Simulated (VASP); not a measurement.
Here is the system:

```
CELL_PARAMETERS angstrom
      0.00000     3.42094     3.42094
      3.42094     0.00000     3.42094
      3.42094     3.42094     0.00000
ATOMIC_POSITIONS crystal
  Ag 0.00000 0.00000 0.00000
  I  0.25000 0.25000 0.25000
```

Computed with vdW-DF2, VASP's PBE PAW potentials (set 64) (plane waves; VASP). Settings: 520 eV cut-off, 8×8×8 Γ-centred mesh, tetrahedra with Blöchl corrections, potentials Ag I.

Unless said otherwise, spin-orbit coupling is left out, though it shifts the bands of the heavy elements here.

Problem. Predict the energy per atom (σ→0), band gap (on the k-mesh) with the smallest direct gap where there is one.

Solution. 
```yaml
band gap (on the k-mesh): 1.09 eV
smallest direct gap (on the k-mesh): 1.09 eV
energy per atom (σ→0): 0.204 eV/atom
```

Total energies compare only between runs with the same potentials, cut-off and functional.

The compound is AgI in the zinc blende structure, whereas wurtzite is the usual form. It was relaxed first, which changed the volume by +17 %.
